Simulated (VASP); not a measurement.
Data:

```
BiTl
1.0
    3.88378     0.00000     0.00000
    0.00000     3.88378     0.00000
    0.00000     0.00000     3.88378
Tl Bi
1 1
Direct
  0.00000   0.00000   0.00000
  0.50000   0.50000   0.50000
```

Calculation: PBEsol GGA, VASP's PBE PAW potentials (set 64) (plane waves; VASP). Numerical set-up: 400 eV cut-off, Gaussian smearing of 0.050 eV, potentials Tl_d Bi_d.

Q: Give the energies of bands 12 to 17 at the high-symmetry points, in eV from the Fermi level.

A: 
| band | Γ | X | M | R |
|---|---|---|---|---|
| 12 | -4.40 | -7.63 | -5.48 | -4.33 |
| 13 | -0.50 | 1.53 | -4.13 | -1.63 |
| 14 | -0.50 | 1.55 | -4.13 | -1.63 |
| 15 | -0.50 | 1.60 | 2.07 | -1.63 |
| 16 | 4.93 | 1.60 | 5.46 | -0.08 |
| 17 | 4.93 | 4.05 | 5.58 | -0.08 |

It has no gap at this level: it comes out as a metal or semimetal.

The structure was generated: TlBi was put into the CsCl type type (Pm-3m), which need not be its known phase. It was relaxed first, which changed the volume by +6 %. VASP warned that the highest band is occupied, so more bands are needed.
